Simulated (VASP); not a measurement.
Computed with vdW-DF2, VASP's PBE PAW potentials (set 64) (plane waves; VASP).

A VASP calculation is set up with these files.

### INCAR
```
SYSTEM = CsPbCl3
PREC = Accurate
ENCUT = 520
EDIFF = 1E-7
NELM = 100
ALGO = Normal
LREAL = .FALSE.
LASPH = .TRUE.
ISMEAR = 0
SIGMA = 0.05
GGA = ML
ZAB_VDW = -1.8867
LUSE_VDW = .TRUE.
AGGAC = 0.0
LMAXMIX = 4
LWAVE = .FALSE.
LCHARG = .FALSE.
LORBIT = 11
ICHARG = 11
```

**POSCAR**
```
CsPbCl3
5.7891160
  0.9999999389   0.0000000000   0.0000000000
  0.0000000000   0.9999999389   0.0000000000
  0.0000000000   0.0000000000   0.9999999389
Cs Pb Cl
1 1 3
Cart
  0.0000000000   0.0000000000   0.0000000000
  0.4999999694   0.4999999694   0.4999999694
  0.4999999694   0.0000000000   0.4999999694
  0.0000000000   0.4999999694   0.4999999694
  0.4999999694   0.4999999694   0.0000000000
```

**KPOINTS**
```
k-points along high-symmetry lines
15
Line-mode
Reciprocal
  0.000000   0.000000   0.000000 ! GAMMA
  0.000000   0.500000   0.000000 ! X

  0.000000   0.500000   0.000000 ! X
  0.500000   0.500000   0.000000 ! M

  0.500000   0.500000   0.000000 ! M
  0.000000   0.000000   0.000000 ! GAMMA

  0.000000   0.000000   0.000000 ! GAMMA
  0.500000   0.500000   0.500000 ! R

  0.500000   0.500000   0.500000 ! R
  0.000000   0.500000   0.000000 ! X

  0.500000   0.500000   0.500000 ! R
  0.500000   0.500000   0.000000 ! M
```

POTCAR, in this order: Cs_sv Pb_d Cl (PBE.64 set). Program: vasp_std. Read from the step before: CHGCAR.

What VASP printed:

**OSZICAR**
```
       N       E                     dE             d eps       ncg     rms          rms(c)
DAV:   1     0.420310703066E+03    0.42031E+03   -0.19317E+04  4680   0.152E+03
DAV:   2     0.461324435841E+02   -0.37418E+03   -0.36616E+03  5880   0.340E+02
DAV:   3    -0.457206266106E+01   -0.50705E+02   -0.49647E+02  5736   0.135E+02
DAV:   4    -0.675825832512E+01   -0.21862E+01   -0.21753E+01  5930   0.345E+01
DAV:   5    -0.682957611382E+01   -0.71318E-01   -0.71278E-01  6186   0.545E+00
DAV:   6    -0.683191071414E+01   -0.23346E-02   -0.23344E-02  6994   0.110E+00
DAV:   7    -0.683194680845E+01   -0.36094E-04   -0.36093E-04  6268   0.981E-02
DAV:   8    -0.683194743978E+01   -0.63133E-06   -0.63132E-06  6992   0.138E-02
DAV:   9    -0.683194745856E+01   -0.18785E-07   -0.18791E-07  4466   0.142E-03
   1 F= -.68319475E+01 E0= -.68319475E+01  d E =-.959940E-17
```

### OUTCAR
```
 val. band max:        0.3600533341   @ k =   0.5000   0.5000   0.5000

 cond. band min:       2.7443642444   @ k =   0.5000   0.5000   0.5000



 k-point     1 :       0.0000    0.0000    0.0000
  band No.  band energies     occupation
      1     -20.3748      2.00000
      2     -15.9091      2.00000
      3     -15.9091      2.00000
      4     -15.7683      2.00000
      5     -15.7683      2.00000
      6     -15.7683      2.00000
      7     -13.8826      2.00000
      8     -13.2813      2.00000
      9     -13.2813      2.00000
     10      -7.1521      2.00000
     11      -7.1521      2.00000
     12      -7.1521      2.00000
     13      -6.0104      2.00000
     14      -3.2827      2.00000
     15      -3.2827      2.00000
     16      -3.2827      2.00000
     17      -1.5039      2.00000
     18      -1.5039      2.00000
     19      -1.5039      2.00000
     20      -1.4265      2.00000
     21      -1.4265      2.00000
     22      -1.4265      2.00000
     23       3.8106      0.00000
     24       4.9934      0.00000
     25       4.9934      0.00000
     26       6.0742      0.00000

 k-point     2 :       0.0000    0.0357    0.0000
  band No.  band energies     occupation
      1     -20.3748      2.00000
      2     -15.9091      2.00000
      3     -15.9084      2.00000
      4     -15.7683      2.00000
      5     -15.7683      2.00000
      6     -15.7683      2.00000
      7     -13.8815      2.00000
      8     -13.2837      2.00000
      9     -13.2813      2.00000
     10      -7.1521      2.00000
     11      -7.1519      2.00000
     12      -7.1519      2.00000
     13      -6.0228      2.00000
     14      -3.2818      2.00000
     15      -3.2818      2.00000
     16      -3.2598      2.00000
     17      -1.5052      2.00000
     18      -1.5050      2.00000
     19      -1.5050      2.00000
     20      -1.4277      2.00000
     21      -1.4277      2.00000
     22      -1.4276      2.00000
     23       3.8221      0.00000
...
```

The density is held fixed in this step, so its total energy and stress have no physical meaning. Unless said otherwise, spin-orbit coupling is left out, though it shifts the bands of the heavy elements here.

The compound is CsPbCl3 in the cubic perovskite structure, the ideal cubic form; the compound distorts at low or room temperature. It was relaxed first, which changed the volume by +10 %.
